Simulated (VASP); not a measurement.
A convergence study with VASP on NbN (rock salt): one setting is varied, all else stays as given below, so the limit is that of these other settings. Each run relaxes cell and ions; the cell shown is the tightest run's result. The basis is that of the starting cell, so low cut-offs carry a Pulay error.

```
NbN
1.0
    0.00000     2.20956     2.20956
    2.20956     0.00000     2.20956
    2.20956     2.20956     0.00000
Nb N
1 1
Direct
  0.00000   0.00000   0.00000
  0.50000   0.50000   0.50000
```

All values below come from PBE GGA, VASP's PBE PAW potentials (set 64) (plane waves; VASP). The tightest run used: 800 eV cut-off, 12×12×12 Γ-centred mesh, first-order Methfessel-Paxton smearing of 0.10 eV, potentials Nb_sv N.

The reference is ENCUT = 800, which took about 70 core-seconds. The timings are rough (shared machines, no repeats); factors under 2 mean little.

Problem. Of the settings ENCUT = 250; ENCUT = 300; ENCUT = 350; ENCUT = 400; ENCUT = 450; ENCUT = 500; ENCUT = 550; ENCUT = 600; ENCUT = 650; ENCUT = 700; ENCUT = 750; ENCUT = 800, which is the lowest that keeps the difference from the reference in relaxed volume (Å³/atom) within 0.05 from there on, and what does it cost?

Solution. ENCUT = 450; its cost over the reference is about 1/2.
```
setting      difference in relaxed volume (Å³/atom)  cost over the reference
-----------  --------------------------------------  -----------------------
ENCUT = 250                                   1.138                about 1/3
ENCUT = 300                                   0.584                about 1/3
ENCUT = 350                                   0.297                about 1/3
ENCUT = 400                                   0.130                about 1/3
ENCUT = 450                                   0.034                about 1/2
ENCUT = 500                                   0.003                about 1/2
ENCUT = 550                                   0.000     within a factor of 2
ENCUT = 600                                   0.004     within a factor of 2
ENCUT = 650                                   0.006     within a factor of 2
ENCUT = 700                                   0.005     within a factor of 2
ENCUT = 750                                   0.002     within a factor of 2
ENCUT = 800                                   0.000                reference
```

Left out are rungs that failed or repeat a setting and relaxations that didn't move; long series are thinned to 24 rows.

The compound is NbN in the rock salt structure, the cubic δ form, which competes with hexagonal ones. VASP warned that the highest band is occupied, so more bands are needed.
